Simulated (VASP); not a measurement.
Energy against volume of CdS (zinc blende). Calculation: revTPSS meta-GGA, VASP's PBE PAW potentials (set 64) (plane waves; VASP). Numerical set-up: 520 eV cut-off, 8×8×8 Γ-centred mesh, Gaussian smearing of 0.050 eV, potentials Cd S.

```
V (Å³/atom)  E (eV/atom)
-----------  -----------
24.245           4.70797
25.019           4.69409
25.792           4.68976
26.566           4.69351
```

Fit these four points and predict the energy of the run at 27.340 Å³/atom.

A cubic in V^(−2/3), the third-order Birch-Murnaghan form, passes through the four points with V0 = 25.80 Å³/atom and B0 = 56 GPa, and gives 4.7041 eV/atom there. The run gave 4.7041 eV/atom, -0.0 meV/atom from the fit; all five points give B0 = 56 GPa.

The compound is CdS in the zinc blende structure, a metastable form; wurtzite is the usual one. It was relaxed first.
